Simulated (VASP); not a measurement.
Input:

```yaml
crystal:
  lattice:
    - [0.00000, 2.51051, 2.51051]
    - [2.51051, 0.00000, 2.51051]
    - [2.51051, 2.51051, 0.00000]
  atoms:
    - { symbol: Hf, position: [0.00000, 0.00000, 0.00000] }
    - { symbol: O, position: [0.25000, 0.25000, 0.25000] }
    - { symbol: O, position: [0.75000, 0.75000, 0.75000] }
```

The numbers are results of PBEsol GGA, VASP's PBE PAW potentials (set 64) (plane waves; VASP 6.6.1), not measurements. Numerical set-up: 520 eV cut-off, Gaussian smearing of 0.050 eV, potentials Hf_pv O.

Unless said otherwise, spin-orbit coupling is left out, though it shifts the bands of the heavy elements here.

**Question.** Give the energies of bands 6 to 14 at the high-symmetry points, in eV from the valence-band maximum.

**Answer.** 
```
band      Γ      X      U      L      W
----  -----  -----  -----  -----  -----
6     -5.58  -6.76  -6.06  -4.52  -5.51
7     -5.58  -3.57  -4.17  -4.52  -5.28
8     -5.58  -3.57  -3.47  -3.13  -2.65
9     -0.63  -1.60  -2.35  -2.84  -2.65
10    -0.63  -1.60  -1.35  -1.89  -1.45
11    -0.63   0.00  -0.35  -1.89  -0.22
12     3.85   3.75   4.32   4.63   4.85
13     3.85   5.58   5.51   4.63   5.21
14     5.88   6.87   7.14   7.23   7.30
```

The gap is direct, 3.75 eV, from the valence maximum at X to the conduction minimum at X.

The compound is HfO2 in the fluorite structure, the high-temperature cubic form, which is unstable at 0 K; the monoclinic form is the stable one. It was relaxed first.
